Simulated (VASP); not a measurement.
Set up this calculation in VASP 6.6.1, as the native input.

```
Task                   : atomic charges
Functional             : PBE
Potentials or basis    : VASP PAW PBE potentials, release 64 (Hf_pv, In_d, Si, O)
Cutoff                 : 520 eV
k mesh                 : 5 × 5 × 4
Occupations            : fermi-dirac, width 0.05 eV
Spin                   : no spin polarisation
Further INCAR settings : ALGO = Fast; EDIFF = 1e-06
```

The structure of HfIn4SiO6 lies in POSCAR:

```
HfIn4SiO6
1.0
    5.6986700000      0.0038100000      0.0155900000
   -0.7050600000      6.1081500000     -0.0057500000
   -2.7371800000     -1.3955700000      6.6307600000
Hf In Si O
1 4 1 6
Direct
    0.1179300000      0.0155600000      0.1329200000
    0.3884200000      0.9990100000      0.7289100000
    0.7586500000      0.0084200000      0.4958600000
    0.2346100000      0.4884100000      0.5330000000
    0.5964900000      0.4821100000      0.2052800000
    0.8677800000      0.4402900000      0.8554400000
    0.5531600000      0.3873800000      0.7929000000
    0.9345400000      0.3848300000      0.6559600000
    0.9841400000      0.2621800000      0.0034700000
    0.9908300000      0.6980600000      0.9845200000
    0.0866500000      0.0649300000      0.3937400000
    0.4868000000      0.1088300000      0.2179900000
```

The cell was built by a generator and needn't be a form met in nature.

The input as run:

INCAR

```
SYSTEM = HfIn4SiO6
PREC = Accurate ; ENCUT = 520
EDIFF = 1E-6 ; ISMEAR = -1
SIGMA = 0.05 ; LREAL = .False.
LASPH = .True. ; NELM = 60
ALGO = Fast ; ISIF = 2
LWAVE = .False. ; LCHARG = .False.
GGA = PE ; LORBIT = 11
KPAR = 4
```

KPOINTS

```
regular mesh
0
Gamma
  5 5 4
  0 0 0
```

Potentials or basis: VASP PAW PBE potentials, release 64 (Hf_pv, In_d, Si, O).

Launch:

```console
$ cat potpaw_PBE.64/Hf_pv/POTCAR potpaw_PBE.64/In_d/POTCAR potpaw_PBE.64/Si/POTCAR potpaw_PBE.64/O/POTCAR > POTCAR
$ mpirun -np 4 vasp_std > vasp.out
```

It gave:

```yaml
Pressure: -0.2 GPa
Largest_force: 0.170 eV/Å
Band_gap_on_the_k_mesh: 0.88 eV, indirect (least direct gap 1.16 eV)
Valence_electrons_inside_the_program's_atomic_spheres: Hf 8.63; In 11.27, 11.29, 11.23; Si 1.62; O 5.07, 5.08, 5.12, 5.13, 5.00, 5.01
```

Caveat: spin-orbit coupling is left out, which moves the levels of the heavy elements; an odd mesh through Γ misses points on the zone boundary, where band edges often lie.

Wall time 3.9 min on 4 MPI ranks on AMD EPYC 7R13 Processor (Zen 3), with other jobs on the host, peak memory 0.72 GiB a rank.
